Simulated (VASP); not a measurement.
Input:

```
Mg3ZnTe4
1.0
    0.00000     3.16439     3.16439
    3.16439     0.00000     3.16439
   12.72581    12.72581    -0.06824
Zn Te Mg
1 4 3
Direct
  0.99987   0.99987   0.00010
  0.26146   0.26146   0.05390
  0.25274   0.25274   0.31044
  0.24497   0.24497   0.56628
  0.23824   0.23824   0.82132
  0.00878   0.00878   0.24341
  0.00085   0.00085   0.49936
  0.99308   0.99308   0.75519
```

Computed with PBEsol GGA, VASP's PBE PAW potentials (set 64) (plane waves; VASP). Numerical set-up: 400 eV cut-off, 7×7×2 Γ-centred mesh, tetrahedra with Blöchl corrections, potentials Zn Te Mg.

Unless said otherwise, spin-orbit coupling is left out, though it shifts the bands of the heavy elements here.

Problem. Estimate the energy per atom (σ→0), band gap (on the k-mesh) with the smallest direct gap where there is one.

Solution. 
* **band gap (on the k-mesh)**: 1.52 eV
* **smallest direct gap (on the k-mesh)**: 1.52 eV
* **energy per atom (σ→0)**: -3.309 eV/atom

Total energies compare only between runs with the same potentials, cut-off and functional.

The structure was generated: Mg3ZnTe4 was put into an ordered model structure (R3m), which need not be its known phase. It was relaxed first.
